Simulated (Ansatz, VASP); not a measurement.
# Si3Sn: VASP beside Ansatz

```xyz
4
Lattice="4.1963 0.0000 0.0000 0.0000 4.1963 0.0000 0.0000 0.0000 4.1963" Properties=species:S:1:pos:R:3 pbc="T T T"
Si    0.0000    2.0981    2.0981
Si    2.0981    0.0000    2.0981
Si    2.0981    2.0981    0.0000
Sn    0.0000    0.0000    0.0000
```

Alike in both runs: functional PBE; k mesh 10 × 10 × 10; occupations gaussian, width 0.1 eV; no spin polarisation.

Ansatz relaxed the structure, and its values are those at the end. VASP's run is a single point on that final structure, the one shown.

|  | VASP | Ansatz |
| --- | --- | --- |
| version | VASP 6.6.1 | Ansatz 0.2.0 |
| potentials or method | VASP PAW PBE potentials, release 64 (Si, Sn_d) | scalar-relativistic, plane waves, PAW |
| plane-wave cutoff (eV) | 520 | 420 |
| valence electrons in the cell | 26 | 26 |

```tsv
	VASP	Ansatz	Ansatz less VASP
gap on the k mesh at the Fermi level (eV)	none	none	-
pressure (GPa)	-0.1	0.0	+0.05
```

A gap of «none» marks a metal or a gap that the smearing closes. With one functional, cell and mesh, what is left measures potentials, basis and numerics.
